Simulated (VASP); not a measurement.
GaSb:

```
Ga Sb
1.0
     0.00000    3.06588    3.06588
     3.06588    0.00000    3.06588
     3.06588    3.06588    0.00000
Ga Sb
1 1
Direct
  0.00000 0.00000 0.00000
  0.25000 0.25000 0.25000
```

Base run:

* Program: VASP 6.6.1
* Functional: PBE
* Potentials or basis: VASP PAW PBE potentials, release 64 (Ga_d, Sb)
* Cutoff: 520 eV
* k mesh: 8 × 8 × 8
* Occupations: fermi-dirac, width 0.02 eV
* Spin: no spin polarisation

Its results: band gap on the k mesh none (metal or under the smearing width); pressure 2.0 GPa.

**Question.** The run is repeated on the same cell with these changes: functional from PBE to r2SCAN. What comes out?

**Answer.** Band gap on the k mesh 0.40 eV, direct; pressure 0.1 GPa.

r2SCAN gives the wider gap, since meta-GGAs in the generalised Kohn-Sham scheme recover part of the derivative discontinuity.

Caveats: the PAW data sets were made with another functional, which shifts forces and pressure a little (some runs); spin-orbit coupling is left out, which moves the levels of the heavy elements (some runs).

A k mesh can miss the band edges.
